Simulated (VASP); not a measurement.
Energy against volume of Se (trig). Method: SCAN meta-GGA, VASP's PBE PAW potentials (set 64) (plane waves; VASP). Numerical set-up: 520 eV cut-off, 6×6×5 Γ-centred mesh, Gaussian smearing of 0.050 eV, potentials Se.

Shape and ions are relaxed at each volume.

| V (Å³/atom) | E (eV/atom) |
|---|---|
| 26.475 | -20.07847 |
| 27.320 | -20.08223 |
| 28.165 | -20.08380 |
| 29.010 | -20.08355 |

Q: Fit these four points and predict the energy of the run at 29.855 Å³/atom.

A: A cubic in V^(−2/3), the third-order Birch-Murnaghan form, passes through the four points with V0 = 28.46 Å³/atom and B0 = 11 GPa, and gives -20.0818 eV/atom there. The run gave -20.0819 eV/atom, -0.1 meV/atom from the fit; all five points give B0 = 11 GPa.

The compound is Se in the trig structure. It was relaxed first.
